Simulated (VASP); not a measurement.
Wanted: the native input for a VASP 6.6.1 run.

```
Task                   : electron localisation function
Functional             : BLYP
Dispersion             : D4
Potentials or basis    : VASP PAW PBE potentials, release 64 (Y_sv, Ge_d)
Cutoff                 : 520 eV
k mesh                 : 7 × 7 × 4
Occupations            : fermi-dirac, width 0.02 eV
Spin                   : no spin polarisation
Further INCAR settings : ALGO = Normal; EDIFF = 1e-06
```

The structure of Y2Ge3 lies in POSCAR:

```
Y2Ge3
4.3924
    1.000006017849      0.000000000000      0.000000000000
   -0.500003008925      0.866030615404      0.000000000000
    0.000000000000      0.000000000000      1.618089199526
Y Ge
2 3
Direct
    0.0000000000      0.0000000000      0.2700710000
    0.0000000000      0.0000000000      0.7299290000
    0.6666666667      0.3333333333      0.0000000000
    0.6666666667      0.3333333333      0.5000000000
    0.3333333333      0.6666666667      0.0000000000
```

The cell comes from a database or a generator and needn't be the stable form of this composition.

The input as run:

INCAR

```
SYSTEM = Y2Ge3
PREC = Accurate
ENCUT = 520
EDIFF = 1E-6
ISMEAR = -1
SIGMA = 0.02
LREAL = .FALSE.
LASPH = .TRUE.
NELM = 100
ALGO = Normal
ISIF = 2
LWAVE = .FALSE.
LCHARG = .TRUE.
GGA = B5
ALDAX = 1.0
AGGAX = 1.0
AGGAC = 1.0
ALDAC = 0.0
IVDW = 13
VDW_S6 = 1.0
VDW_S8 = 2.34076671
VDW_A1 = 0.44488865
VDW_A2 = 4.0933009
LELF = .TRUE.
```

KPOINTS

```
Automatic mesh
0
G
  7 7 4
  0 0 0
```

Potentials or basis: VASP PAW PBE potentials, release 64 (Y_sv, Ge_d).

Run with:

```bash
$ cat potpaw_PBE.64/Y_sv/POTCAR potpaw_PBE.64/Ge_d/POTCAR > POTCAR
$ mpirun -np 1 vasp_std > vasp.out
```

It gave:

```yaml
Pressure: 0.1 GPa
Largest_force: 0.031 eV/Å
Band_gap_on_the_k_mesh: none (metal or under the smearing width)
Dispersion_energy_per_atom: -0.572 eV
```

Caveat: the PAW data sets were made with another functional, which shifts forces and pressure a little; pairwise dispersion overbinds metals, which lowers pressure and volume.

Wall time 73 s on 1 thread of Intel(R) Xeon(R) 6975P-C (Granite Rapids), with other jobs on the host, peak memory 0.3 GiB.
